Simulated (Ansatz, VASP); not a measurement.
**SnGeP2 (CuAu-ordered zincblende type (invented)) in two plane-wave programs**

Aim: how closely do two programs agree when they are given the same cell, functional and k mesh? The cell is generated by rule, not measured, and may not be a known phase. The cell is taken from a series of runs on this material, whose earlier steps may have relaxed, scaled, displaced or heated it; both programs get it as it stands.

Method: plane waves, with VASP 6.6.1 beside it; relaxation of cell and atoms at PBEsol, in Ansatz 0.2.0.

## (1) Starting point

Symmetry: P-4m2, No. 115, tetragonal system. Conventional cell: a = 3.809 Å, b = 3.809 Å, c = 6.608 Å, α = 90.00°, β = 90.00°, γ = 90.00°. Ge has 4 P at 2.39 Å nearest. Nearest to Sn lie 4 P at 2.66 Å. Nearest to P lie 2 Ge at 2.39 Å and 2 Sn at 2.66 Å. Farther neighbours are not listed.

Structure file:

```xyz
4
Lattice="3.8087 0.0000 0.0000 0.0000 3.8087 0.0000 0.0000 0.0000 6.6076" Properties=species:S:1:pos:R:3 pbc="T T T"
Ge    0.0000    0.0000    0.0000
Sn    1.9043    1.9043    3.3038
P     0.0000    1.9043    1.4515
P     1.9043    0.0000    5.1561
```

## (2) VASP: relaxation of cell and atoms, PBEsol

The relaxed volume is the usual yardstick between codes: in a stiff, nearly cubic crystal its relative difference is about their pressure difference at one cell divided by the bulk modulus.

Lines of VASP's logs that name or quote its potential files are left out, and so is its time.

Input file INCAR:

```
SYSTEM = SnGeP2
PREC = Accurate
ENCUT = 500
EDIFF = 1E-07
NELM = 120
ISMEAR = 0
SIGMA = 0.1
LREAL = .FALSE.
ALGO = Normal
GGA = PS
NBANDS = 25
LORBIT = 11
LWAVE = .FALSE.
LCHARG = .FALSE.
ISIF = 3
IBRION = 2
NSW = 80
EDIFFG = -0.005
LASPH = .TRUE.
GGA_COMPAT = .FALSE.
NELMIN = 4
KPAR = 2
```

Input file POSCAR:

```
SnGeP2
1.0
    3.8086730000      0.0000000000      0.0000000000
    0.0000000000      3.8086730000      0.0000000000
    0.0000000000      0.0000000000      6.6075540000
Ge Sn P
1 1 2
Direct
    0.0000000000      0.0000000000      0.0000000000
    0.5000001313      0.5000001313      0.5000000000
    0.0000000000      0.5000001313      0.2196673686
    0.5000001313      0.0000000000      0.7803327828
```

Input file KPOINTS:

```
Automatic mesh
0
Gamma
12 12 6
0 0 0
```

Potentials, in the order of the species: Ge_d, Sn_d and P (PBE family, release 64).

Run with:

```sh
$ mpirun -np 2 vasp_std
```

Numbers of over 12 decimals in the logs are rounded to 6 here.

What it wrote:

```text
[banner, memory and clock lines left out]
running    2 mpi-ranks, on    1 nodes
 distrk:  each k-point on    1 cores,    2 groups
 distr:  one band on    1 cores,    1 groups

 POSCAR found type information on POSCAR GeSnP
 POSCAR found :  3 types and       4 ions
|                                                                             |
|               ----> ADVICE to this user running VASP <----                  |
|                                                                             |
|     You enforced a specific xc type in the INCAR file but a different       |
|     [... a line on the potential file left out ...]
|     I HOPE YOU KNOW WHAT YOU ARE DOING!                                     |
|                                                                             |

 LDA part: xc-table for (Slater+PW92), standard interpolation
 POSCAR, INCAR and KPOINTS ok, starting setup
 FFT: planning ... GRIDC
 FFT: planning ... GRID_SOFT
 FFT: planning ... GRID
 WAVECAR not read
 entering main loop
       N       E                     dE             d eps       ncg     rms          rms(c)
DAV:   1     0.292613959337E+03    0.29261E+03   -0.18485E+04  6239   0.258E+03
DAV:   2     0.247506755900E+02   -0.26786E+03   -0.26218E+03  5792   0.583E+02
DAV:   3    -0.182704712694E+02   -0.43021E+02   -0.42505E+02  6954   0.167E+02
DAV:   4    -0.201374393322E+02   -0.18670E+01   -0.18591E+01  6586   0.385E+01
DAV:   5    -0.201841494111E+02   -0.46710E-01   -0.46682E-01  7556   0.635E+00    0.621E+00
DAV:   6    -0.198397809970E+02    0.34437E+00   -0.76925E-01  7604   0.581E+00    0.369E+00
DAV:   7    -0.197958223815E+02    0.43959E-01   -0.20037E-01  7702   0.224E+00    0.121E+00
DAV:   8    -0.197895514289E+02    0.62710E-02   -0.22203E-02  7252   0.116E+00    0.228E-01
DAV:   9    -0.197896026276E+02   -0.51199E-04   -0.18964E-03  7202   0.279E-01    0.863E-02
DAV:  10    -0.197896340731E+02   -0.31446E-04   -0.15818E-04  8058   0.877E-02    0.352E-02
DAV:  11    -0.197896460371E+02   -0.11964E-04   -0.26504E-05  7094   0.379E-02    0.705E-03
DAV:  12    -0.197896460789E+02   -0.41795E-07   -0.22660E-06  6973   0.140E-02    0.567E-03
DAV:  13    -0.197896463649E+02   -0.28605E-06   -0.56654E-07  5653   0.458E-03    0.119E-03
DAV:  14    -0.197896463119E+02    0.53011E-07   -0.62343E-08  3633   0.369E-03
   1 F= -.19789646E+02 E0= -.19782275E+02  d E =-.197896E+02
[...]
2 F= -.19790206E+02 E0= -.19782871E+02  d E =-.560103E-03
[...]
3 F= -.19790698E+02 E0= -.19783432E+02  d E =-.105208E-02
[...]
4 F= -.19790679E+02 E0= -.19783408E+02  d E =-.103228E-02
[...]
5 F= -.19790683E+02 E0= -.19783437E+02  d E =-.464835E-05
 trial-energy change:   -0.000005  1 .order   -0.000004   -0.000068    0.000059
 step:   0.7501(harm=  0.7501)  dis= 0.00007  next Energy=   -19.790697 (dE=-0.181E-04)
 bond charge predicted
       N       E                     dE             d eps       ncg     rms          rms(c)
DAV:   1    -0.197909493561E+02   -0.26608E-03   -0.47311E-03  7342   0.105E+00    0.897E-02
DAV:   2    -0.197907571573E+02    0.19220E-03   -0.33458E-04  6869   0.287E-01    0.435E-02
DAV:   3    -0.197907012429E+02    0.55914E-04   -0.14243E-04  6833   0.170E-01    0.894E-03
DAV:   4    -0.197906975538E+02    0.36891E-05   -0.78294E-06  6863   0.339E-02    0.470E-03
DAV:   5    -0.197906960779E+02    0.14759E-05   -0.71837E-07  7051   0.797E-03    0.143E-03
DAV:   6    -0.197906959819E+02    0.96069E-07   -0.49393E-08  3060   0.312E-03
   6 F= -.19790696E+02 E0= -.19783439E+02  d E =-.173940E-04
 curvature:  -0.40 expect dE=-0.197E-06 dE for cont linesearch -0.149E-06
 trial: gam= 0.00000 g(F)=  0.876E-07 g(S)=  0.409E-06 ort =-0.438E-05 (trialstep = 0.127E+01)
 search vector abs. value=  0.496E-06
 reached required accuracy - stopping structural energy minimisation
```

Parts of OUTCAR (step 2):

```text
ion  position               nearest neighbor table
   1  0.000  0.000  0.000-   4 2.39   3 2.39   4 2.39   3 2.39
   2  0.500  0.500  0.500-   3 2.66   4 2.66   3 2.66   4 2.66
   3  0.000  0.500  0.220-   1 2.39   1 2.39   2 2.66   2 2.66
   4  0.500  0.000  0.780-   1 2.39   1 2.39   2 2.66   2 2.66

  LATTYP: Found a simple tetragonal cell.
 ALAT       =     3.8086730000
 C/A-ratio  =     1.7348703866

 Subroutine GETGRP returns: Found  8 space group operations
 (whereof  8 operations were pure point group operations)

The static configuration has the point symmetry D_2d.

 Found    112 irreducible k-points:

   k-points           NKPTS =    112   k-points in BZ     NKDIM =    112   number of bands    NBANDS=     25

   dimension x,y,z NGX =    28 NGY =   28 NGZ =   48
   dimension x,y,z NGXF=    56 NGYF=   56 NGZF=   96

   ENCUT  =  500.0 eV  36.75 Ry    6.06 a.u.   6.94  6.94 12.05*2*pi/ulx,y,z

   NELECT =      38.0000    total number of electrons

 k-points in reciprocal lattice and weights: Automatic mesh
   0.00000000  0.00000000  0.00000000       0.001
   0.08333333  0.00000000  0.00000000       0.005
   0.16666667  0.00000000  0.00000000       0.005
   0.25000000  0.00000000  0.00000000       0.005
   0.33333333  0.00000000  0.00000000       0.005
   0.41666667  0.00000000  0.00000000       0.005
   0.50000000  0.00000000  0.00000000       0.002
   0.08333333  0.08333333  0.00000000       0.005
   0.16666667  0.08333333  0.00000000       0.009
[...]
0.50000000  0.41666667  0.50000000       0.005
   0.50000000  0.50000000  0.50000000       0.001

 average (electrostatic) potential at core
       1 -73.7695       2-101.2293       3 -83.2531       4 -83.2531

 E-fermi :   5.7262

 k-point     1 :       0.0000    0.0000    0.0000
  band No.  band energies     occupation
    ...
     15       2.4599      2.00000
     16       3.0114      2.00000
     17       3.3407      2.00000
     18       4.7598      2.00000
     19       4.7598      2.00000
     20       6.4324      0.00000
     21       6.7957      0.00000
     22       7.5530      0.00000
     23       7.5530      0.00000
     24       8.3183      0.00000
    ...

 k-point     2 :       0.0833    0.0000    0.0000
  band No.  band energies     occupation
    ...
     15       2.5012      2.00000
     16       2.9125      2.00000
     17       3.1039      2.00000
     18       4.7594      2.00000
     19       4.8860      2.00000
     20       6.6063      0.00000
     21       7.1245      0.00000
     22       7.3126      0.00000
     23       7.6123      0.00000
     24       8.6659      0.00000
    ...

 k-point     3 :       0.1667    0.0000    0.0000
  band No.  band energies     occupation
    ...
     15       2.2239      2.00000
     16       2.6203      2.00000
     17       2.7845      2.00000
     18       4.7521      2.00000
     19       5.1550      2.00000
     20       6.6601      0.00000
     21       7.0266      0.00000
     22       7.7878      0.00000
     23       8.2274      0.00000
     24       9.2254      0.00000
    ...

  Total        0.0031654      0.0031654      0.0037207      0.0000000      0.0000000      0.0000000
  in kB        0.0531664      0.0531664      0.0624922      0.0000000      0.0000000      0.0000000
  external PRESSURE =       0.0562750 kB  Pullay stress =       0.0000000 kB

  energy-cutoff  :      500.00
  volume of cell :       95.39
      direct lattice vectors                 reciprocal lattice vectors
     3.791202159  0.000000000  0.000000000     0.263768577  0.000000000  0.000000000
     0.000000000  3.791202159  0.000000000     0.000000000  0.263768577  0.000000000
    -0.000000000  0.000000000  6.636683787    -0.000000000  0.000000000  0.150677663

 POSITION                                       TOTAL-FORCE (eV/Angst)
 -----------------------------------------------------------------------------------
      0.00000      0.00000      0.00000         0.000000      0.000000      0.000000
      1.89560      1.89560      3.31834         0.000000      0.000000      0.000000
     -0.00000      1.89560      1.46334        -0.000000      0.000000      0.000953
      1.89560      0.00000      5.17335        -0.000000      0.000000     -0.000953
 -----------------------------------------------------------------------------------
    total drift:                               -0.000357     -0.000357     -0.000144

  FREE ENERGIE OF THE ION-ELECTRON SYSTEM (eV)
  ---------------------------------------------------
  free  energy   TOTEN  =       -19.7906959819 eV

  energy  without entropy=      -19.7761811851  energy(sigma->0) =      -19.78343858

 reached required accuracy - stopping structural energy minimisation

 total charge
# of ion       s       p       d       tot
------------------------------------------
    1        1.161   1.112  10.067  12.340
    2        1.240   0.988  10.019  12.247
    3        1.079   1.375   0.000   2.454
    4        1.079   1.375   0.000   2.454
--------------------------------------------------
tot          4.558   4.850  20.086  29.495

[... 3 further parts left out ...]
```

CONTCAR:

```
SnGeP2
   1.00000000000000
     3.7912021593185492    0.0000000000000000    0.0000000000000000
     0.0000000000000000    3.7912021593185492    0.0000000000000000
    -0.0000000000000000    0.0000000000000000    6.6366837866436263
  Ge              Sn              P
     1     1     2
Direct
     0.0000000000000000    0.0000000000000000    0.0000000000000000
     0.5000001312999984    0.5000001312999984    0.5000000000000000
     0.0000000000000000    0.5000001312999984    0.2204923030243031
     0.5000001312999984    0.0000000000000000    0.7795078483756986
```

## (3) Ansatz: relaxation of cell and atoms, PBEsol

Ansatz runs on its default PAW (the set named soft_2) files.

The same cell, functional, mesh and smearing now go to Ansatz, which takes its cutoff from its data sets.

Input file input.yaml:

```yaml
crystal:
  lattice:
    - [3.8086733642, 0.0, 0.0]
    - [0.0, 3.8086733642, 0.0]
    - [0.0, 0.0, 6.6075544272]
  atoms:
    - { symbol: Ge, position: [0.0, 0.0, 0.0] }
    - { symbol: Sn, position: [0.5, 0.5, 0.5] }
    - { symbol: P, position: [0.0, 0.5, 0.2196673305] }
    - { symbol: P, position: [0.5, 0.0, 0.7803326695] }
kpoints:
  mp_grid: { grid: [12, 12, 6] }
hamiltonian:
  xc: pbesol
scf:
  occupations: { method: gaussian, width: 0.1 }
output:
  forces: true
  stress: true
  eigenvalues: true
relax:
  adjacent_minimum: "off"
  f_tol: 0.005
  max_steps: 80
  cell: { stress_tol: 0.05 }
```

Run with:

```sh
$ ansatz run input.yaml --threads 2 --pin off --max-ram 5120MiB --backend cpu --events-out ev --progress --plain --runs-dir out
```

What it wrote:

```text
Engine: ansatz 0.2.0, aarch64-unknown-linux-gnu
Pseudopotentials: kind: paw
Pseudopotential: Ge, paw, valence charge 14, recommended cutoff 420 eV (normal), Ge.paw.azcp
Pseudopotential: Sn, paw, valence charge 14, recommended cutoff 420 eV (normal), Sn.paw.azcp
Pseudopotential: P, paw, valence charge 5, recommended cutoff 420 eV (normal), P.paw.azcp
Functional definition: PBEsol
  exchange = pbesol_x
  correlation = pbesol_c
Crystal: 4 atoms, lattice volume = 95.849 Å³
Basis set: ecut = 420 eV, 1863 PW (Γ), exchange–correlation on 54×54×90 points (8 copies of the dense FFT grid, shifted against one another)
Bands: 23, of which v1, the nominal top of the filled ones, is band 19 counted from 1 (18 counted from 0)
Symmetry: 8 space group operations
Space group: P-4m2 (ITA 115), of the structure as read, at distance tolerance 4.6e-5 Å
k-points: 112 of 864 (time reversal used)
Non-local potential: Ge, projectors of the file, l = 0: 2, l = 1: 2, l = 2: 3, l = 3: 1
Non-local potential: Sn, projectors of the file, l = 0: 2, l = 1: 2, l = 2: 2, l = 3: 2
Non-local potential: P, projectors of the file, l = 0: 2, l = 1: 2, l = 2: 2
PAW form: soft (Blöchl's): semilocal exchange-correlation on the pseudo side does not see the compensation charge
PAW frozen core: Ge, regenerated for the run's functional, and the local potential with it (the file was generated under x = pbe(κ = 0.804, μ = 0.219515), c = pbe(β = 0.066725))
PAW frozen core: Sn, regenerated for the run's functional, and the local potential with it (the file was generated under x = pbe(κ = 0.804, μ = 0.219515), c = pbe(β = 0.066725))
PAW frozen core: P, regenerated for the run's functional, and the local potential with it (the file was generated under x = pbe(κ = 0.804, μ = 0.219515), c = pbe(β = 0.066725))
PAW one-centre angular grid: Ge, 590 points (default); XC on 64 Gauss nodes
PAW one-centre angular grid: Sn, 590 points (default); XC on 64 Gauss nodes
PAW one-centre angular grid: P, 110 points (default); XC on 64 Gauss nodes
Initial density: superposition of atomic densities (neutral atoms: chi_scale 0, normalization atom), corrected by the library's trained network
Initial wavefunctions: pseudopotential atomic-orbital guess
Functional: x = pbesol(κ = 0.804, μ = 0.123457), c = pbesol(β = 0.046)
SCF iter   1: F=—  HF=-11682.457363 eV  |F-HF|=—  |Δ(HF+E_count)|=         —  Δρ=4.16e-3  dr2=3.53e-2  ethr=1.77e-3  ⟨swp⟩=7.0  Hψ=13058  notcnv=0
preconditioner: auto → Kerker (q_TF=auto, 2.338 Å⁻¹)  [metal: Δε(μ)=0.014 eV  Ē_g=7.822 eV  σ=0.100 eV  W_gap=0.08  n_scr=20 (ndim 8)  ℏωp=16.1 eV  f_vac=0.000  D(μ)=2.91/eV (n_scr^D=20)]
SCF iter   2: F=—  HF=-11682.447569 eV  |F-HF|=—  |Δ(HF+E_count)|=   9.79e-3  Δρ=2.17e-3  dr2=1.07e-2  ethr=9.29e-5  ⟨swp⟩=2.0  Hψ=3985  notcnv=0
SCF iter   3: F=—  HF=-11682.444842 eV  |F-HF|=—  |Δ(HF+E_count)|=   2.73e-3  Δρ=5.21e-4  dr2=7.07e-4  ethr=2.81e-5  ⟨swp⟩=2.4  Hψ=3665  notcnv=0
SCF iter   4: F=—  HF=-11682.444756 eV  |F-HF|=—  |Δ(HF+E_count)|=   8.60e-5  Δρ=2.08e-4  dr2=7.82e-5  ethr=1.86e-6  ⟨swp⟩=2.0  Hψ=4700  notcnv=0
SCF iter   5: F=—  HF=-11682.444765 eV  |F-HF|=—  |Δ(HF+E_count)|=   8.41e-6  Δρ=1.03e-4  dr2=1.49e-5  ethr=2.06e-7  ⟨swp⟩=2.0  Hψ=4715  notcnv=0
SCF iter   6: F=—  HF=-11682.444769 eV  |F-HF|=—  |Δ(HF+E_count)|=   4.05e-6  Δρ=5.40e-5  dr2=3.44e-6  ethr=3.91e-8  ⟨swp⟩=2.0  Hψ=4733  notcnv=0
SCF iter   7: F=—  HF=-11682.444767 eV  |F-HF|=—  |Δ(HF+E_count)|=   1.48e-6  Δρ=1.56e-5  dr2=4.36e-7  ethr=9.04e-9  ⟨swp⟩=2.0  Hψ=4737  notcnv=0
SCF iter   8: F=-11682.444768 eV  HF=-11682.444768 eV  |F-HF|=1.85e-8  |Δ(HF+E_count)|=   8.83e-8  Δρ=4.81e-6  dr2=6.37e-8  ethr=2.63e-10  ⟨swp⟩=7.3  Hψ=12733  notcnv=0
SCF 1 converged in 8 iterations: F = -11682.444768 eV  dr2 = 6.37e-8
  greatest PAW one-centre occupation: 0.998 electrons in one spin orbital (limit 2), on the Ge atom at site 0 (counted from 0), in its partial waves of l = 2
relax step   1: F+E_penalty+E_count = -11682.44476754 eV  Δ(F+E_penalty+E_count) = +0.000e0 eV  max|allowed force component| = 4.923e-2 eV/Å  Δτ_max = 0.0000 Å  P = -0.026 GPa  Ω = 95.849 Å³  (8 SCF iters, dr2 threshold 1.00e-7 eV, accepted)
[...]
relax step   2: F+E_penalty+E_count = -11682.44579451 eV  Δ(F+E_penalty+E_count) = -1.027e-3 eV  max|allowed force component| = 1.215e-2 eV/Å  Δτ_max = 0.0058 Å  P = -0.020 GPa  Ω = 95.538 Å³  energy of the carried Pulay correction = +6.183e-5 eV  (5 SCF iters, dr2 threshold 1.51e-7 eV, accepted)
[...]
relax step   3: F+E_penalty+E_count = -11682.44584694 eV  Δ(F+E_penalty+E_count) = -5.243e-5 eV  max|allowed force component| = 2.431e-3 eV/Å  Δτ_max = 0.0020 Å  P = +0.020 GPa  Ω = 95.432 Å³  energy of the carried Pulay correction = +8.301e-5 eV  (6 SCF iters, dr2 threshold 9.23e-9 eV, accepted)
[...]
relax step   4: F+E_penalty+E_count = -11682.44577331 eV  Δ(F+E_penalty+E_count) = +7.363e-5 eV  max|allowed force component| = 2.421e-3 eV/Å  Δτ_max = 0.0000 Å  P = +0.020 GPa  Ω = 95.432 Å³  stress off target by 2.23e-2 GPa  SCF on the basis re-selected at this cell (its energy is not comparable with the rows above)  (6 SCF iters)
basis re-selected at this cell: Δ(F+E_penalty+E_count) = +7.363e-5 eV, ΔP = -0.000 GPa vs the last step (what re-selecting the basis moved, of the pressure what is left beyond the Pulay correction that the steps carried, after the strain that the cell walked since its last selection, with what the two solves' SCF thresholds leave and, on support functions, any second-order correction that the steps lacked; it is no m [...]
SCF converged after 6 iterations
Free energy (F): -11682.445773 eV
Harris-Foulkes:  -11682.445773 eV  (|F-HF|=7.28e-12)
Internal energy: -11682.431151 eV  (E = F + TS)
E sigma→0 (E₀):  -11682.438462 eV
Entropy (-TS):   -0.014622 eV (-3.656 meV/atom)
Fermi energy:    7.777257 eV
--- Per-component energies (eV) ---
  E_band       = -276.629819
  E_kinetic    = 436.250142
  E_local      = -3859.787337  (includes V_loc(G=0)·N_el)
  E_nonlocal   = 457.560571
  E_hartree    = 1825.922491
  E_xc         = -574.772680
  E_vxc        = -281.077473  (∫ρ·V_xc dr)
  E_paw        = -7151.554974  (= ΣΔE_a)
  E_vpaw       = -681.420998  (= ΣTr[D̂ρ^β])
  E_aug_tail   = 0.000305  (compensation charges beyond the density's cutoff)
  E_ewald      = -2817.344638
  E_core_change = 1.294968  (= ΣΔE_core)
  E_smearing   = -0.014622  (= −TS)
  E_closure    = 0.000000  (closes the sum)
  Σ components = -11682.445773   (vs F -11682.445773, Δ=0.00e0)
--- Forces (eV/Å), atoms counted from 1 ---
  atom   1  Ge     0.00000000     0.00000000     0.00000000
  atom   2  Sn     0.00000000     0.00000000     0.00000000
  atom   3  P      0.00000000     0.00000000     0.00242083
  atom   4  P     -0.00000000     0.00000000    -0.00242083
  max |Σ_I F_I| component: 2.78e-17 eV/Å
--- Stress (GPa, compression-positive) ---
        0.018280       0.000000      -0.000000
        0.000000       0.018280       0.000000
       -0.000000       0.000000       0.022316
  P = ⅓ Tr σ = 0.0196 GPa (0.196 kbar)
--- Band table (eV; the first three rows and the last of 112) ---
  k-point 0: bands = [... 15 lower, 5.0637, 5.3863, 6.7999, 6.7999, 8.4738, 8.8358, 9.5926, 9.5926]
  k-point 1: bands = [... 15 lower, 4.5639, 6.5909, 6.5909, 6.6298, 8.5003, 8.8954, 9.9554, 9.9554]
  k-point 2: bands = [... 15 lower, 4.6978, 6.2131, 6.2131, 7.8560, 8.5813, 9.0200, 9.9049, 10.8139]
  k-point 111: bands = [... 15 lower, 3.1826, 3.1826, 3.3699, 8.6969, 9.0185, 9.3193, 9.3193, 9.9942]
--- Relaxed structure (3 steps of the walk, 3 accepted, 1 SCFs on fresh bases) ---
  F+E_penalty+E_count = -11682.44577331 eV   max|allowed force component| = 2.421e-3 eV/Å   (the final SCF, on the basis selected at the relaxed cell)
  cell:  # Å, volume = 95.4322 Å³
    - [3.793331, 0.0, 0.0]
    - [0.0, 3.793331, 0.0]
    - [0.0, 0.0, 6.632135]
  atoms:
    - { symbol: Ge, position: [0, 0.0, 0.0] }
    - { symbol: Sn, position: [0.5, 0.5, 0.500000] }
    - { symbol: P, position: [0, 0.5, 0.220850] }
    - { symbol: P, position: [0.5, 0.0, 0.779150] }
```

Reading the cycles: dr2 is the Hartree energy of the density residual (eV), the measure of convergence; HF is the Harris–Foulkes estimate of the energy, which meets the free energy F at convergence.

## (4) Comparison

Known differences besides the potentials themselves: the cutoff is 420 eV in Ansatz and 500 eV in VASP; Ansatz makes its cores anew for this functional, VASP keeps those of its PBE data sets; Ansatz adds a Pulay correction to the stress that steers its cell, VASP none. Total energies have different zeros and are not compared.

Both answers:

```tsv
quantity	Ansatz	VASP	difference
volume (Å³)	95.43	95.39	+0.04 %
edge a after relaxation, in the typed setting (Å)	3.793	3.791	+0.06 %
edge c after relaxation, in the typed setting (Å)	6.632	6.637	-0.07 %
```

## (5) Results

```json
{
 "difference in edge c after relaxation, in the typed setting (relaxation of cell and atoms, PBEsol)": "-0.069 %"
}
```

In words: The difference in edge c after relaxation, in the typed setting is -0.069 % (relaxation of cell and atoms, PBEsol), within the 1.2 % picked in this series as the mark of a large difference, as far as the stopping tolerances let one tell. 1 further run of this series is not shown here. How closely two codes agree says nothing of how well the functional describes the real material.

[Lines on the potential files, build, host, timing and source positions are cut from VASP's logs without a mark.]

[Logs are printed without paths, hosts, clocks, repeated set-up lines and the standing remarks that a program may print on its own settings, such as how far it seeks lower states.]

[Hosts, paths, dates, database ids (printed as entryN), source tags and the programs' standing remarks are cut or masked in the printed files.]
